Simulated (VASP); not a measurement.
# EuAl4Si2Rh: what a Hubbard U does to the moments, part 2 of 2

How do the moments of EuAl4Si2Rh change with U? The starting structure is a measured crystal structure from the Crystallography Open Database. The reference starts from ferromagnetic moments.

VASP 6.6.1.

Results so far: PBEsol 6.52 μB on Eu; PBEsol+U (Eu f 4 eV, Rh d 4 eV) 6.66 μB on Eu.

## Step 4: Run with PBEsol+U (Eu f 6 eV, Rh d 6 eV)

Level of this step: PBEsol, DFT+U (Eu f 6 eV, Rh d 6 eV), spin-polarised from a ferromagnetic start; plane waves and PAW (Eu, Rh_pv, Si, Al) (VASP).

Against step 2 the input has LDAU = .TRUE., LDAUTYPE = 2, LDAUL = 3 2 -1 -1, LDAUU = 6 6 0 0, LDAUJ = 0 0 0 0 and LDAUPRINT = 1.

The input, INCAR:

```
SYSTEM = EuAl4Si2Rh
PREC = Accurate
ENCUT = 420
EDIFF = 1E-07
NELM = 200
ISMEAR = 1
SIGMA = 0.15
LREAL = .FALSE.
ALGO = Normal
GGA = PS
NBANDS = 44
ISPIN = 2
MAGMOM = 8.4 0.72 0 0 0 0 0 0
LDAU = .TRUE.
LDAUTYPE = 2
LDAUL = 3 2 -1 -1
LDAUU = 6 6 0 0
LDAUJ = 0 0 0 0
LDAUPRINT = 1
LASPH = .TRUE.
LMAXMIX = 6
AMIX = 0.2
BMIX = 1E-04
AMIX_MAG = 0.8
BMIX_MAG = 1E-04
LORBIT = 11
LWAVE = .FALSE.
LCHARG = .FALSE.
KPAR = 8
```

The input, POSCAR:

```
EuAl4Si2Rh
1.0
    4.1760000000      0.0000000000      0.0000000000
    0.0000000000      4.1760000000      0.0000000000
    0.0000000000      0.0000000000      8.2890000000
Eu Rh Si Al
1 1 2 4
Direct
    0.0000000000      0.0000000000      0.5000000000
    0.0000000000      0.0000000000      0.0000000000
    0.5000000000      0.5000000000      0.6426000000
    0.5000000000      0.5000000000      0.3574000000
    0.5000000000      0.0000000000      0.8320000000
    0.0000000000      0.5000000000      0.8320000000
    0.5000000000      0.0000000000      0.1680000000
    0.0000000000      0.5000000000      0.1680000000
```

The input, KPOINTS:

```
Automatic mesh
0
Gamma
8 8 4
0 0 0
```

Potentials, in the order of the species: Eu, Rh_pv, Si and Al (PBE family, release 64).

On the command line:

```
$ mpirun -np 8 vasp_std
```

Log:

```text
[... set-up lines as in an earlier step ...]
 entering main loop
       N       E                     dE             d eps       ncg     rms          rms(c)
DAV:   1     0.288173764660E+03    0.28817E+03   -0.19333E+04 12740   0.271E+03
DAV:   2    -0.692319460619E+01   -0.29510E+03   -0.27252E+03 12256   0.464E+02
DAV:   3    -0.372962381860E+02   -0.30373E+02   -0.29731E+02 12336   0.929E+01
DAV:   4    -0.411320332828E+02   -0.38358E+01   -0.38162E+01 15640   0.215E+01
[...]
DAV:  19    -0.460781735169E+02    0.24867E-06   -0.14831E-06 12888   0.882E-03    0.132E-02
DAV:  20    -0.460781735758E+02   -0.58885E-07   -0.10183E-06 11872   0.970E-03    0.764E-03
DAV:  21    -0.460781736055E+02   -0.29673E-07   -0.32512E-07  7944   0.576E-03
   1 F= -.46078174E+02 E0= -.46078216E+02  d E =0.126002E-03  mag=     7.0207
```

The job ended after 1.7 min (8 MPI ranks of Intel Xeon Platinum 8259CL at 2.50GHz (Skylake/Cascade Lake), shared host; peak memory 4.1 GiB).

Parts of OUTCAR (step 4):

```text
  Total       -2.8955604     -2.8955604     -2.6144220      0.0000000      0.0000000      0.0000000
  in kB      -32.0937219    -32.0937219    -28.9776488      0.0000000      0.0000000      0.0000000
  external PRESSURE =     -31.0550308 kB  Pullay stress =       0.0000000 kB

 POSITION                                       TOTAL-FORCE (eV/Angst)
 -----------------------------------------------------------------------------------
      0.00000      0.00000      4.14450        -0.000000     -0.000000      0.000000
      0.00000      0.00000      0.00000        -0.000000     -0.000000      0.000000
      2.08800      2.08800      5.32651        -0.000000      0.000000      0.029116
      2.08800      2.08800      2.96249         0.000000     -0.000000     -0.029116
      2.08800      0.00000      6.89645        -0.000000      0.000000      0.157517
      0.00000      2.08800      6.89645        -0.000000      0.000000      0.157517
      2.08800      0.00000      1.39255         0.000000      0.000000     -0.157517
      0.00000      2.08800      1.39255        -0.000000     -0.000000     -0.157517
 -----------------------------------------------------------------------------------
    total drift:                               -0.000000     -0.000000      0.000000

  FREE ENERGIE OF THE ION-ELECTRON SYSTEM (eV)
  ---------------------------------------------------
  free  energy   TOTEN  =       -46.0781736055 eV

  energy  without entropy=      -46.0782996072  energy(sigma->0) =      -46.07821561

 magnetization (x)
# of ion       s       p       d       f       tot
--------------------------------------------------
    1       -0.012  -0.100   0.071   6.747   6.707
    2       -0.002  -0.003   0.005   0.000  -0.001
    3       -0.004  -0.009   0.000   0.000  -0.014
    4       -0.004  -0.009   0.000   0.000  -0.014
    5       -0.002  -0.001   0.000   0.000  -0.003
    6       -0.002  -0.001   0.000   0.000  -0.003
    7       -0.002  -0.001   0.000   0.000  -0.003
    8       -0.002  -0.001   0.000   0.000  -0.003
--------------------------------------------------
tot         -0.029  -0.127   0.076   6.747   6.667

[... 2 parts as in an earlier step ...]

[... 1 further part left out ...]
[key lines of the parts left out:]
E-fermi :   7.1393
```

PBEsol+U (Eu f 6 eV, Rh d 6 eV): the moments inside the Eu spheres have a mean size of 6.71 μB, and the cell carries 7.02 μB, with no gap.

## Step 5: Run with PBEsol+U (Eu f 8 eV, Rh d 8 eV)

Against step 2 the input has LDAU = .TRUE., LDAUTYPE = 2, LDAUL = 3 2 -1 -1, LDAUU = 8 8 0 0, LDAUJ = 0 0 0 0 and LDAUPRINT = 1.

INCAR: that of step 4 with these lines changed.

```diff
@@ -16,3 +16,3 @@
 LDAUL = 3 2 -1 -1
-LDAUU = 6 6 0 0
+LDAUU = 8 8 0 0
 LDAUJ = 0 0 0 0
```

POSCAR is that of step 4.

KPOINTS is that of step 4.

On the command line:

```
$ mpirun -np 8 vasp_std
```

Log:

```text
[... set-up lines as in an earlier step ...]
 entering main loop
       N       E                     dE             d eps       ncg     rms          rms(c)
DAV:   1     0.292639517993E+03    0.29264E+03   -0.19360E+04 12744   0.271E+03
DAV:   2    -0.390923178920E+01   -0.29655E+03   -0.27578E+03 12200   0.473E+02
DAV:   3    -0.344691698015E+02   -0.30560E+02   -0.29946E+02 12388   0.939E+01
DAV:   4    -0.382382350953E+02   -0.37691E+01   -0.37500E+01 15648   0.214E+01
[...]
DAV:  22    -0.441516921193E+02   -0.14276E-06   -0.16967E-07  6960   0.551E-03    0.237E-03
DAV:  23    -0.441516922561E+02   -0.13675E-06   -0.15549E-07  7424   0.330E-03    0.235E-03
DAV:  24    -0.441516923068E+02   -0.50666E-07   -0.55353E-08  5368   0.296E-03
   1 F= -.44151692E+02 E0= -.44151587E+02  d E =-.317404E-03  mag=     7.0412
```

Wall time 1.8 min (8 MPI ranks); peak memory 4.1 GiB.

OUTCAR, selected parts (step 5):

```text
  Total       -3.2058070     -3.2058070     -2.7893671      0.0000000     -0.0000000      0.0000000
  in kB      -35.5324236    -35.5324236    -30.9167005      0.0000000     -0.0000000      0.0000000
  external PRESSURE =     -33.9938492 kB  Pullay stress =       0.0000000 kB

 POSITION                                       TOTAL-FORCE (eV/Angst)
 -----------------------------------------------------------------------------------
      0.00000      0.00000      4.14450         0.000000      0.000000      0.000000
      0.00000      0.00000      0.00000         0.000000      0.000000      0.000000
      2.08800      2.08800      5.32651        -0.000000     -0.000000      0.079053
      2.08800      2.08800      2.96249         0.000000      0.000000     -0.079053
      2.08800      0.00000      6.89645        -0.000000     -0.000000      0.218093
      0.00000      2.08800      6.89645         0.000000      0.000000      0.218093
      2.08800      0.00000      1.39255        -0.000000     -0.000000     -0.218093
      0.00000      2.08800      1.39255         0.000000      0.000000     -0.218093
 -----------------------------------------------------------------------------------
    total drift:                               -0.000000     -0.000000      0.000000

  FREE ENERGIE OF THE ION-ELECTRON SYSTEM (eV)
  ---------------------------------------------------
  free  energy   TOTEN  =       -44.1516923068 eV

  energy  without entropy=      -44.1513749023  energy(sigma->0) =      -44.15158651

 magnetization (x)
# of ion       s       p       d       f       tot
--------------------------------------------------
    1       -0.012  -0.101   0.068   6.789   6.744
    2       -0.002  -0.003   0.003   0.000  -0.002
    3       -0.004  -0.009   0.000   0.000  -0.014
    4       -0.004  -0.009   0.000   0.000  -0.014
    5       -0.002  -0.001   0.000   0.000  -0.003
    6       -0.002  -0.001   0.000   0.000  -0.003
    7       -0.002  -0.001   0.000   0.000  -0.003
    8       -0.002  -0.001   0.000   0.000  -0.003
--------------------------------------------------
tot         -0.029  -0.128   0.072   6.789   6.704

[... 2 parts as in an earlier step ...]

[... 1 further part left out ...]
[key lines of the parts left out:]
E-fermi :   7.1173
```

PBEsol+U (Eu f 8 eV, Rh d 8 eV): the moments inside the Eu spheres have a mean size of 6.74 μB, and the cell carries 7.04 μB, with no gap.

## Step 6: Comparison

```tsv
run	mean size of the moment on Eu (μB)	cell (μB)	gap on the mesh (eV)	core minutes
PBEsol	6.52	6.87	none	14.5
PBEsol+U (Eu f 4 eV, Rh d 4 eV)	6.66	7.0	none	12.8
PBEsol+U (Eu f 6 eV, Rh d 6 eV)	6.71	7.02	none	13.5
PBEsol+U (Eu f 8 eV, Rh d 8 eV)	6.74	7.04	none	14.7
```

Core minutes are wall time times ranks of the run shown, on a shared host.

## Step 7: Outcome

```json
{
 "mean size of the moment on Eu, PBEsol": "6.52 μB",
 "mean size of the moment on Eu, PBEsol+U (Eu f 4 eV, Rh d 4 eV)": "6.66 μB",
 "mean size of the moment on Eu, PBEsol+U (Eu f 6 eV, Rh d 6 eV)": "6.71 μB",
 "mean size of the moment on Eu, PBEsol+U (Eu f 8 eV, Rh d 8 eV)": "6.74 μB"
}
```

**Reading.** In order of rising U the Eu moment is 6.52, 6.66, 6.71, 6.74 μB, and no run opens a gap in this ferromagnetic order. DFT+U can end in one of several states, and no search among them was made. Orbital moments aren't included. Experiment finds antiferromagnetic order in this phase at low temperature (arxiv:1411.0379), which need not be an order tried here. Moments are counted inside the PAW spheres, so the part between the atoms is missing from them. The magnetic order was set by hand and not searched for; longer or canted orders weren't tried. Further runs on this material are not shown.

[Lines on the potential files, build, host, timing and source positions are cut from VASP's logs without a mark.]

[Logs are printed without paths, hosts, clocks, repeated set-up lines and the standing remarks that a program may print on its own settings, such as how far it seeks lower states.]

[Hosts, paths, dates, database ids (printed as entryN), source tags and the programs' standing remarks are cut or masked in the printed files.]
